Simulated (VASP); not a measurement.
All values below come from PBE GGA, VASP's PBE PAW potentials (set 64) (plane waves; VASP).

VASP input:

**INCAR**
```
LASPH=.TRUE.
LREAL=.FALSE.   ! projection in real space or not
LCHARG=.FALSE.
SYSTEM=Pb
LMAXMIX=4   ! l cut-off of mixed one-centre charges
GGA=PE   ! PBE
ENCUT=480
NELM=100   ! most electronic steps
ISMEAR=1   ! Methfessel-Paxton
PSTRESS=20
IBRION=2
EDIFF=1E-7   ! SCF stop (eV)
PREC=Accurate
ISIF=3   ! ions, shape and volume
SIGMA=0.1
EDIFFG=-0.01   ! ionic stop
LWAVE=.FALSE.
ALGO=Normal   ! blocked Davidson
NSW=40   ! most ionic steps
```

File POSCAR:
```
Pb
1
    0.0000000000     2.4866541341     2.4866541341
    2.4866541341    -0.0000000000     2.4866541341
    2.4866541341     2.4866541341    -0.0000000000
Pb
1
Direct
  0.0000000000   0.0000000000   0.0000000000
```

### KPOINTS
```
kpoints
0
Gamma
  12 12 12
```

POTCAR, in this order: Pb_d (PBE.64 set). Program: vasp_std.

Problem. What will the output report for the number of irreducible k-points (NKPTS), number of bands (NBANDS), largest plane-wave count, number of space-group operations, FFT grid (NGX, NGY, NGZ)?

Solution. 
```
Property                                      Result
--------------------------------------  ------------
number of irreducible k-points (NKPTS)            72
number of bands (NBANDS)                          11
largest plane-wave count                         754
number of space-group operations                  48
FFT grid (NGX, NGY, NGZ)                28 × 28 × 28
```

The compound is Pb in the fcc structure. It was relaxed first under an external pressure of 2 GPa.
